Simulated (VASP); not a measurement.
Given:

```
CELL_PARAMETERS angstrom
      0.00000     2.39502     2.39502
      2.39502     0.00000     2.39502
      2.39502     2.39502     0.00000
ATOMIC_POSITIONS crystal
  B  0.00000 0.00000 0.00000
  As 0.25000 0.25000 0.25000
```

Method: PBE GGA with D3 dispersion (zero damping), VASP's PBE PAW potentials (set 64) (plane waves; VASP). Run with 520 eV cut-off, 10×10×10 Γ-centred mesh, Gaussian smearing of 0.050 eV, potentials B As.

### Question
Give the energy at these volumes per atom, relative to the lowest: 12.91, 13.32, 13.73, 14.15, 14.56 Å³.

### Answer
23.4, 5.6, 0.0, 4.8, 18.5 meV/atom. A third-order Birch-Murnaghan fit gives B0 = 135 GPa and B0′ = 4.3.

Measured: bulk modulus 142 GPa (computed value off by -5.2 %), as given by PMC11618452 (zinc blende boron arsenide), quoting Tian et al.; a 4.777 Å (computed value off by +0.3 %), as given by M J Lucero et al., Journal of Physics Condensed Matter (2012), arXiv:1111.4515. The calculation is for a static lattice, while the measured bulk modulus, a hold thermal and zero-point effects, which are part of the difference.

The compound is BAs in the zinc blende structure. It was relaxed first.
